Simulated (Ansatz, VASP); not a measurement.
## Cross-check of Si3Ge5 (amorphous Si0.375Ge0.625) between VASP and Ansatz

Wanted: the spread between two codes on one cell, functional and k mesh. Of the first pair: The structure shown is the start of the Ansatz relaxation below; VASP solves that cell, so the two are compared at the walk's first step.

Main program and level: Ansatz 0.2.0; plane waves, with VASP 6.6.1 beside it; single point at PBE.

**1. The starting structure**

The cell holds 72 atoms: 27 Si and 45 Ge. Its edges and angles: a = 11.304 Å, b = 11.589 Å, c = 11.794 Å, α = 89.7°, β = 89.3°, γ = 90.6°. As first built, before any earlier steps moved the atoms (in the runner's words): 72 atoms (27 Si, 45 Ge) placed at random at 4.12 g/cm^3, melted at 3500 K for 10 ps at fixed volume with the Tersoff potential (Tersoff, Phys. Rev. B 39, 5566 (1989)). Quenched from 3500 K to 300 K at 20 K/ps and fixed volume, annealed at 800 K for 20 ps, held 5 ps, then minimised at fixed cell.

**2. Ansatz: relaxation, PBE**

Ansatz runs on its default PAW (the set named soft_2) files.

The two programs are compared at the cell with which this relaxation starts, whose forces are those of its first step.

input.yaml reads:

```yaml
crystal:
  lattice:
    - [11.30378, -0.06213, 0.07029]
    - [-0.06213, 11.58867, 0.03585]
    - [0.07029, 0.03585, 11.79399]
  atoms:
    - { symbol: Si, position: [0.56167, 0.91952, 0.03418] }
    - { symbol: Si, position: [0.48898, 0.44553, 0.1227] }
    - { symbol: Si, position: [0.3661, 0.13905, 0.08824] }
    - { symbol: Si, position: [0.31806, 0.36569, 0.62029] }
    - { symbol: Si, position: [0.17791, 0.5863, 0.43554] }
    - { symbol: Si, position: [0.08328, 0.84707, 0.297] }
    - { symbol: Si, position: [0.41661, 0.8056, 0.62355] }
    - { symbol: Si, position: [0.14517, 0.48024, 0.59806] }
    - { symbol: Si, position: [0.43088, 0.09985, 0.78072] }
    - { symbol: Si, position: [0.06346, 0.69211, 0.17742] }
    - { symbol: Si, position: [0.11693, 0.51833, 0.2618] }
    - { symbol: Si, position: [0.08395, 0.76129, 0.47355] }
    - { symbol: Si, position: [0.51289, 0.27024, 0.03671] }
    - { symbol: Si, position: [0.71493, 0.76672, 0.41333] }
    - { symbol: Si, position: [0.87007, 0.09053, 0.4124] }
    - { symbol: Si, position: [0.97313, 0.06035, 0.57774] }
    - { symbol: Si, position: [0.37559, 0.57457, 0.3822] }
    - { symbol: Si, position: [0.09402, 0.20066, 0.22777] }
    - { symbol: Si, position: [0.89809, 0.90025, 0.67264] }
    - { symbol: Si, position: [0.71989, 0.68024, 0.23589] }
    - { symbol: Si, position: [0.96151, 0.38757, 0.59249] }
    - { symbol: Si, position: [0.72136, 0.97909, 0.74238] }
    - { symbol: Si, position: [0.31236, 0.71411, 0.76963] }
    - { symbol: Si, position: [0.6914, 0.86011, 0.89736] }
    - { symbol: Si, position: [0.87763, 0.83508, 0.97066] }
    - { symbol: Si, position: [0.19777, 0.2445, 0.06568] }
    - { symbol: Si, position: [0.22818, 0.70357, 0.06492] }
    - { symbol: Ge, position: [0.28961, 0.87637, 0.31283] }
    - { symbol: Ge, position: [0.80996, 0.35567, 0.13123] }
    - { symbol: Ge, position: [0.37438, 0.06739, 0.28401] }
    - { symbol: Ge, position: [0.24509, 0.52129, 0.98232] }
    - { symbol: Ge, position: [0.55587, 0.74523, 0.13235] }
    - { symbol: Ge, position: [0.37105, 0.36155, 0.4216] }
    - { symbol: Ge, position: [0.60373, 0.70039, 0.80222] }
    - { symbol: Ge, position: [0.87727, 0.6782, 0.09976] }
    - { symbol: Ge, position: [0.93474, 0.2176, 0.70483] }
    - { symbol: Ge, position: [0.38633, 0.99489, 0.95018] }
    - { symbol: Ge, position: [0.36961, 0.70693, 0.22053] }
    - { symbol: Ge, position: [0.89934, 0.1979, 0.97796] }
    - { symbol: Ge, position: [0.5281, 0.67805, 0.49731] }
    - { symbol: Ge, position: [0.87206, 0.3041, 0.42855] }
    - { symbol: Ge, position: [0.68866, 0.01518, 0.16082] }
    - { symbol: Ge, position: [0.52935, 0.98233, 0.64377] }
    - { symbol: Ge, position: [0.02519, 0.82142, 0.82042] }
    - { symbol: Ge, position: [0.48996, 0.42299, 0.72446] }
    - { symbol: Ge, position: [0.76011, 0.16636, 0.81962] }
    - { symbol: Ge, position: [0.7873, 0.59967, 0.83211] }
    - { symbol: Ge, position: [0.88762, 0.00761, 0.07865] }
    - { symbol: Ge, position: [0.23443, 0.19764, 0.37398] }
    - { symbol: Ge, position: [0.88264, 0.50322, 0.98513] }
    - { symbol: Ge, position: [0.11726, 0.63026, 0.73748] }
    - { symbol: Ge, position: [0.10096, 0.25682, 0.86418] }
    - { symbol: Ge, position: [0.97581, 0.36227, 0.25927] }
    - { symbol: Ge, position: [0.84093, 0.54818, 0.64173] }
    - { symbol: Ge, position: [0.23765, 0.83923, 0.91075] }
    - { symbol: Ge, position: [0.25539, 0.88287, 0.51876] }
    - { symbol: Ge, position: [0.27505, 0.4164, 0.15953] }
    - { symbol: Ge, position: [0.07182, 0.47055, 0.87771] }
    - { symbol: Ge, position: [0.66172, 0.48262, 0.24115] }
    - { symbol: Ge, position: [0.5602, 0.25358, 0.83696] }
    - { symbol: Ge, position: [0.18116, 0.08134, 0.54771] }
    - { symbol: Ge, position: [0.58023, 0.58865, 0.99777] }
    - { symbol: Ge, position: [0.25697, 0.19101, 0.71096] }
    - { symbol: Ge, position: [0.88123, 0.73725, 0.54694] }
    - { symbol: Ge, position: [0.70198, 0.97011, 0.36355] }
    - { symbol: Ge, position: [0.98893, 0.0255, 0.25768] }
    - { symbol: Ge, position: [0.64372, 0.21661, 0.18093] }
    - { symbol: Ge, position: [0.63107, 0.51933, 0.59268] }
    - { symbol: Ge, position: [0.41676, 0.56541, 0.85892] }
    - { symbol: Ge, position: [0.55231, 0.25482, 0.37863] }
    - { symbol: Ge, position: [0.68463, 0.40139, 0.42946] }
    - { symbol: Ge, position: [0.52725, 0.05611, 0.43986] }
kpoints:
  mp_grid: { grid: [1, 1, 1] }
hamiltonian:
  xc: pbe
scf:
  occupations: { method: gaussian, width: 0.05 }
output:
  forces: true
  eigenvalues: true
  stress: true
relax:
  f_tol: 0.05
  max_steps: 70
```

Launch:

```
$ ansatz run input.yaml --threads 4 --pin off --max-ram 8192MiB --backend cpu --events-out ev --progress --plain --runs-dir out
```

Numbers of over 12 decimals in the logs are rounded to 6 here.

Output:

```text
Warning: output.stress: scf.convergence.dr2_threshold = 1e-7 eV (the SCF's general default) is looser than the 7.2e-9 eV advised for a printed stress (1e-10 eV for each atom of the cell: 72). What an SCF threshold leaves in a stress goes as its square root, and in the free energy as the threshold itself, and one threshold admits the most on a small cell: [figures from the program's tests cut] Every solve of this run  [...]
Engine: ansatz 0.2.0, x86_64-unknown-linux-gnu
Pseudopotentials: kind: paw
Pseudopotential: Si, paw, valence charge 4, recommended cutoff 420 eV (normal), Si.paw.azcp
Pseudopotential: Ge, paw, valence charge 14, recommended cutoff 420 eV (normal), Ge.paw.azcp
Functional definition: PBE
  parameter kappa = 0.804
  parameter beta = 0.066725
  exchange = pbe_x(kappa = kappa, mu = beta*pi^2/3)
  correlation = pbe_c(beta = beta)
Crystal: 72 atoms, lattice volume = 1544.845 Å³
Basis set: ecut = 420 eV, 30213 PW (Γ), exchange–correlation on 160×160×160 points (8 copies of the dense FFT grid, shifted against one another)
Bands: 443, of which v1, the nominal top of the filled ones, is band 369 counted from 1 (368 counted from 0)
Symmetry: 1 space group operations
Space group: P1 (ITA 1), of the structure as read, at distance tolerance 1.2e-4 Å
k-points: 1
Non-local potential: Si, projectors of the file, l = 0: 2, l = 1: 2, l = 2: 2
Non-local potential: Ge, projectors of the file, l = 0: 2, l = 1: 2, l = 2: 3, l = 3: 1
PAW form: soft (Blöchl's): semilocal exchange-correlation on the pseudo side does not see the compensation charge
PAW one-centre angular grid: Si, 110 points (default); XC on 64 Gauss nodes
PAW one-centre angular grid: Ge, 590 points (default); XC on 64 Gauss nodes
Initial density: superposition of atomic densities (neutral atoms: chi_scale 0, normalization atom), corrected by the library's trained network
Initial wavefunctions: pseudopotential atomic-orbital guess
Functional: x = pbe(κ = 0.804, μ = 0.219515), c = pbe(β = 0.066725)
SCF iter   1: F=—  HF=-210424.234861 eV  |F-HF|=—  |Δ(HF+E_count)|=         —  Δρ=3.53e-3  dr2=4.22e-1  ethr=1.77e-3  ⟨swp⟩=6.0  Hψ=1662  notcnv=0  defer=1
preconditioner: auto → Resta (q_TF=auto, 2.412 Å⁻¹)  ε∞=2.7  [insulator: Δε(μ)=0.444 eV  Ē_g=19.555 eV  σ=0.050 eV  W_gap=1.00  n_scr=372 (ndim 8)  ℏωp=25.7 eV  f_vac=0.042  D(μ)=0.00/eV (n_scr^D=0)  ε∞_Penn≈2.7]
SCF iter   2: F=—  HF=-210424.148819 eV  |F-HF|=—  |Δ(HF+E_count)|=   8.60e-2  Δρ=1.94e-3  dr2=1.32e-1  ethr=5.72e-5  ⟨swp⟩=2.0  Hψ=544  notcnv=0  defer=58
SCF iter   3: F=—  HF=-210424.141748 eV  |F-HF|=—  |Δ(HF+E_count)|=   7.07e-3  Δρ=1.09e-3  dr2=8.57e-2  ethr=1.78e-5  ⟨swp⟩=2.0  Hψ=473  notcnv=0  defer=58
SCF iter   4: F=—  HF=-210424.135897 eV  |F-HF|=—  |Δ(HF+E_count)|=   5.85e-3  Δρ=4.05e-4  dr2=7.14e-3  ethr=1.16e-5  ⟨swp⟩=2.0  Hψ=456  notcnv=0  defer=58
SCF iter   5: F=—  HF=-210424.135713 eV  |F-HF|=—  |Δ(HF+E_count)|=   1.84e-4  Δρ=1.71e-4  dr2=9.86e-4  ethr=9.68e-7  ⟨swp⟩=3.0  Hψ=812  notcnv=0  defer=69
SCF iter   6: F=—  HF=-210424.136136 eV  |F-HF|=—  |Δ(HF+E_count)|=   4.23e-4  Δρ=7.78e-5  dr2=4.54e-4  ethr=1.34e-7  ⟨swp⟩=2.0  Hψ=476  notcnv=0  defer=69
SCF iter   7: F=—  HF=-210424.136208 eV  |F-HF|=—  |Δ(HF+E_count)|=   7.20e-5  Δρ=3.92e-5  dr2=6.55e-5  ethr=6.15e-8  ⟨swp⟩=2.0  Hψ=463  notcnv=0  defer=69
SCF iter   8: F=-210424.136264 eV  HF=-210424.136263 eV  |F-HF|=1.50e-6  |Δ(HF+E_count)|=   5.49e-5  Δρ=1.76e-5  dr2=1.82e-5  ethr=8.47e-9  ⟨swp⟩=10.0  Hψ=1670  notcnv=0
SCF 1 converged in 8 iterations: F = -210424.136264 eV  dr2 = 1.82e-5
  greatest PAW one-centre occupation: 0.998 electrons in one spin orbital (limit 2), on the Ge atom at site 46 (counted from 0), in its partial waves of l = 2
relax step   1: F+E_penalty+E_count = -210424.13626425 eV  Δ(F+E_penalty+E_count) = +0.000e0 eV  max|allowed force component| = 4.123e-1 eV/Å  Δτ_max = 0.0000 Å  (8 SCF iters, dr2 threshold 6.25e-5 eV, accepted)
Initial density: handed on by an earlier stage of this run
Initial wavefunctions: those handed on with the density
[...]
--- Relaxed structure (4 steps of the walk, 4 accepted, 0 SCFs on fresh bases) ---
  F+E_penalty+E_count = -210424.35030981 eV   max|allowed force component| = 2.995e-2 eV/Å
  atoms:
    - { symbol: Si, position: [0.557948, 0.922166, 0.033676] }
    - { symbol: Si, position: [0.486410, 0.449366, 0.124358] }
    - { symbol: Si, position: [0.364362, 0.140619, 0.087545] }
    - { symbol: Si, position: [0.322223, 0.365803, 0.619803] }
    - { symbol: Si, position: [0.181190, 0.588174, 0.437223] }
    - { symbol: Si, position: [0.082372, 0.847477, 0.300038] }
    - { symbol: Si, position: [0.420815, 0.802809, 0.626269] }
    - { symbol: Si, position: [0.148950, 0.479483, 0.599896] }
    - { symbol: Si, position: [0.432527, 0.100832, 0.780366] }
    - { symbol: Si, position: [0.062204, 0.693129, 0.177445] }
    - { symbol: Si, position: [0.115962, 0.519702, 0.263470] }
    - { symbol: Si, position: [0.085007, 0.762533, 0.479188] }
    - { symbol: Si, position: [0.511896, 0.273326, 0.036043] }
    - { symbol: Si, position: [0.716916, 0.766702, 0.416564] }
    - { symbol: Si, position: [0.867645, 0.090621, 0.412939] }
    - { symbol: Si, position: [0.976035, 0.056894, 0.576001] }
    - { symbol: Si, position: [0.380392, 0.573769, 0.380939] }
    - { symbol: Si, position: [0.090503, 0.202839, 0.223882] }
    - { symbol: Si, position: [0.899212, 0.897513, 0.672023] }
    - { symbol: Si, position: [0.721186, 0.681260, 0.238463] }
    - { symbol: Si, position: [0.966560, 0.383387, 0.592713] }
    - { symbol: Si, position: [0.722912, 0.981249, 0.739403] }
    - { symbol: Si, position: [0.310793, 0.712398, 0.770785] }
    - { symbol: Si, position: [0.688576, 0.861682, 0.895559] }
    - { symbol: Si, position: [0.876184, 0.833512, 0.970068] }
    - { symbol: Si, position: [0.194881, 0.246024, 0.060070] }
    - { symbol: Si, position: [0.227172, 0.702593, 0.062118] }
    - { symbol: Ge, position: [0.292246, 0.873971, 0.311665] }
    - { symbol: Ge, position: [0.804933, 0.356214, 0.130626] }
    - { symbol: Ge, position: [0.373602, 0.067552, 0.282098] }
    - { symbol: Ge, position: [0.241673, 0.515596, 0.981891] }
    - { symbol: Ge, position: [0.558272, 0.745419, 0.130214] }
    - { symbol: Ge, position: [0.371555, 0.362425, 0.419179] }
    - { symbol: Ge, position: [0.595218, 0.706892, 0.793852] }
    - { symbol: Ge, position: [0.875526, 0.675119, 0.099474] }
    - { symbol: Ge, position: [0.936941, 0.213380, 0.705565] }
    - { symbol: Ge, position: [0.382259, 0.996016, 0.948792] }
    - { symbol: Ge, position: [0.370677, 0.702631, 0.216756] }
    - { symbol: Ge, position: [0.902713, 0.200199, 0.980024] }
    - { symbol: Ge, position: [0.530441, 0.677543, 0.497110] }
    - { symbol: Ge, position: [0.872695, 0.302912, 0.429126] }
    - { symbol: Ge, position: [0.688673, 0.014586, 0.160953] }
    - { symbol: Ge, position: [0.530574, 0.982109, 0.643467] }
    - { symbol: Ge, position: [0.025126, 0.823378, 0.821247] }
    - { symbol: Ge, position: [0.493235, 0.422755, 0.725226] }
    - { symbol: Ge, position: [0.761714, 0.167212, 0.821920] }
    - { symbol: Ge, position: [0.783468, 0.606961, 0.832892] }
    - { symbol: Ge, position: [0.889771, 0.00732398, 0.077386] }
    - { symbol: Ge, position: [0.231937, 0.200374, 0.371596] }
    - { symbol: Ge, position: [0.877500, 0.499626, 0.982496] }
    - { symbol: Ge, position: [0.112692, 0.633753, 0.734757] }
[...]
- { symbol: Ge, position: [0.700234, 0.968853, 0.364879] }
    - { symbol: Ge, position: [0.988905, 0.025467, 0.258681] }
    - { symbol: Ge, position: [0.641117, 0.216132, 0.183338] }
    - { symbol: Ge, position: [0.634764, 0.521642, 0.597495] }
    - { symbol: Ge, position: [0.416583, 0.562253, 0.861426] }
    - { symbol: Ge, position: [0.552857, 0.253797, 0.381239] }
    - { symbol: Ge, position: [0.685614, 0.401533, 0.434484] }
    - { symbol: Ge, position: [0.523468, 0.054598, 0.441369] }
```

**3. VASP: single point, PBE, start cell, pair 1**

The same cell, functional, mesh and smearing now go to VASP, with its own data sets.

Lines of VASP's logs that name or quote its potential files are left out, and so is its time.

INCAR reads:

```
SYSTEM = Si3Ge5
PREC = Accurate
ENCUT = 410
EDIFF = 1E-06
NELM = 120
ISMEAR = 0
SIGMA = 0.05
LREAL = Auto
ALGO = Normal
GGA = PE
NBANDS = 432
LORBIT = 11
LWAVE = .FALSE.
LCHARG = .FALSE.
ISIF = 2
LASPH = .TRUE.
GGA_COMPAT = .FALSE.
EFERMI = MIDGAP
NCORE = 2
```

POSCAR reads:

```
Si3Ge5
1.0
   11.3037800000     -0.0621300000      0.0702900000
   -0.0621300000     11.5886700000      0.0358500000
    0.0702900000      0.0358500000     11.7939900000
Si Ge
27 45
Direct
    0.5616728933      0.9195163269      0.0341831180
    0.4889829677      0.4455284007      0.1227029355
    0.3661020285      0.1390481026      0.0882383158
    0.3180634887      0.3656868103      0.6202933397
    0.1779062042      0.5863001654      0.4355418405
    0.0832776831      0.8470710360      0.2969969378
    0.4166060044      0.8055997352      0.6235494530
    0.1451726834      0.4802431369      0.5980570694
    0.4308759050      0.0998459198      0.7807225762
    0.0634593008      0.6921141171      0.1774231752
    0.1169256526      0.5183320400      0.2618027565
    0.0839465506      0.7612900310      0.4735468785
    0.5128912447      0.2702423893      0.0367102808
    0.7149275580      0.7667230768      0.4133258312
    0.8700662105      0.0905257296      0.4123962882
    0.9731293602      0.0603476173      0.5777379220
    0.3755941055      0.5745727228      0.3822032288
    0.0940178534      0.2006594228      0.2277683672
    0.8980936151      0.9002486432      0.6726391226
    0.7198903729      0.6802394103      0.2358923759
    0.9615131824      0.3875680340      0.5924899821
    0.7213559426      0.9790859178      0.7423777416
    0.3123619107      0.7141126380      0.7696329354
    0.6914026009      0.8601061599      0.8973609869
    0.8776316871      0.8350767635      0.9706616477
    0.1977722612      0.2445002706      0.0656803383
    0.2281758657      0.7035707521      0.0649176832
    0.2896075526      0.8763713460      0.3128309904
    0.8099568054      0.3556679105      0.1312293330
    0.3743813333      0.0673915715      0.2840064090
    0.2450897091      0.5212859814      0.9823210416
    0.5558669946      0.7452271346      0.1323480617
    0.3710465462      0.3615461245      0.4216009773
    0.6037296460      0.7003866877      0.8022183316
    0.8772662474      0.6781993354      0.0997561902
    0.9347383641      0.2176010727      0.7048332449
    0.3863331121      0.9948888899      0.9501769867
    0.3696126527      0.7069282228      0.2205340644
    0.8993411565      0.1979015779      0.9779633982
    0.5281039821      0.6780486915      0.4973102000
    0.8720597048      0.3041002628      0.4285488566
    0.6886580312      0.0151804136      0.1608234371
    0.5293522945      0.9823309862      0.6437664659
    0.0251922543      0.8214189610      0.8204162770
    0.4899562640      0.4229880584      0.7244619380
    0.7601107318      0.1663557810      0.8196215159
    0.7873002415      0.5996705338      0.8321070713
    0.8876185199      0.0076132997      0.0786533105
    0.2344341501      0.1976377056      0.3739816900
    0.8826357271      0.5032174727      0.9851304934
    0.1172634506      0.6302575555      0.7374826347
    0.1009585430      0.2568191003      0.8641771495
    0.9758137370      0.3622704325      0.2592695650
    0.8409267639      0.5481768671      0.6417284665
    0.2376483180      0.8392261236      0.9107528023
    0.2553914431      0.8828683343      0.5187640235
    0.2750458307      0.4164040666      0.1595337068
    0.0718203481      0.4705541151      0.8777082550
    0.6617198132      0.4826237636      0.2411470293
    0.5602042012      0.2535839200      0.8369629161
    0.1811566855      0.0813397888      0.5477069647
    0.5802341770      0.5886507965      0.9977719337
    0.2569666078      0.1910121967      0.7109629591
    0.8812327180      0.7372496689      0.5469419384
    0.7019792615      0.9701096659      0.3635478279
    0.9889321945      0.0254994347      0.2576798693
    0.6437174404      0.2166087930      0.1809300903
    0.6310726867      0.5193314750      0.5926767674
    0.4167592541      0.5654057663      0.8589235870
    0.5523124341      0.2548214190      0.3786286584
    0.6846339174      0.4013868754      0.4294634269
    0.5272544653      0.0561142278      0.4398619626
```

KPOINTS reads:

```
Automatic mesh
0
Gamma
1 1 1
0 0 0
```

PAW data sets: Si and Ge_d (PBE family, release 64).

Launch:

```
$ mpirun -np 8 vasp_gam
```

Output:

```text
[banner, memory and clock lines left out]
running    8 mpi-ranks, on    1 nodes
[...]
LDA part: xc-table for (Slater+PW92), standard interpolation
 POSCAR, INCAR and KPOINTS ok, starting setup
[...]
entering main loop
       N       E                     dE             d eps       ncg     rms          rms(c)
DAV:   1     0.149354647028E+05    0.14935E+05   -0.24886E+05   944   0.419E+03
DAV:   2     0.331916858453E+04   -0.11616E+05   -0.11237E+05   864   0.104E+03
DAV:   3     0.242135862363E+03   -0.30770E+04   -0.29099E+04   920   0.293E+02
DAV:   4    -0.295304083933E+03   -0.53744E+03   -0.50017E+03  1024   0.123E+02
[...]
DAV:  16    -0.332814169538E+03   -0.47128E-04   -0.36883E-04  1200   0.741E-02    0.713E-03
DAV:  17    -0.332814176096E+03   -0.65585E-05   -0.41201E-05   928   0.380E-02    0.351E-03
DAV:  18    -0.332814176876E+03   -0.77995E-06   -0.95514E-06   848   0.272E-02
   1 F= -.33281418E+03 E0= -.33281418E+03  d E =-.503180E-08
```

OUTCAR, selected parts (step 3):

```text
 POSITION                                       TOTAL-FORCE (eV/Angst)
 -----------------------------------------------------------------------------------
      6.29430     10.62230      0.47560        -0.216810      0.180190      0.028693
      5.50830      5.13710      1.49750        -0.095992      0.107095      0.176523
      4.13590      1.59180      1.07140         0.006683     -0.138758      0.171568
      3.61620      4.24030      7.35120         0.036411      0.063468      0.014915
      2.00520      6.79900      5.17030        -0.031485      0.067835      0.051695
      0.90960      9.82190      3.53900        -0.226197      0.188380     -0.088922
      4.70300      9.33230      7.41230         0.183791     -0.065881     -0.004264
      1.65320      5.57780      7.08090         0.041984     -0.096848      0.121592
      4.91920      1.15830      9.24170        -0.039386     -0.011455     -0.057736
      0.68680      8.02310      2.12180        -0.132273     -0.019110     -0.009563
      1.30790      6.00890      3.11450        -0.013999     -0.123102     -0.058856
      0.93490      8.83410      5.61820        -0.147224      0.019751      0.284529
      5.78340      3.10120      0.47870         0.043156      0.038504     -0.286389
      8.06280      8.85570      4.95250         0.030302      0.014851      0.150262
[...]
-----------------------------------------------------------------------------------
    total drift:                                0.003458      0.001980      0.004665

  FREE ENERGIE OF THE ION-ELECTRON SYSTEM (eV)
  ---------------------------------------------------
  free  energy   TOTEN  =      -332.8141768761 eV

  energy  without entropy=     -332.8141768711  energy(sigma->0) =     -332.81417687
```

The run ends at a pressure of 4.32 GPa, with forces up to 0.43 eV/Å.

(Part 1 of 3 ends here.)

[Lines on the potential files, build, host, timing and source positions are cut from VASP's logs without a mark.]

[Logs are printed without paths, hosts, clocks, repeated set-up lines and the standing remarks that a program may print on its own settings, such as how far it seeks lower states.]

[Hosts, paths, dates, database ids (printed as entryN), source tags and the programs' standing remarks are cut or masked in the printed files.]
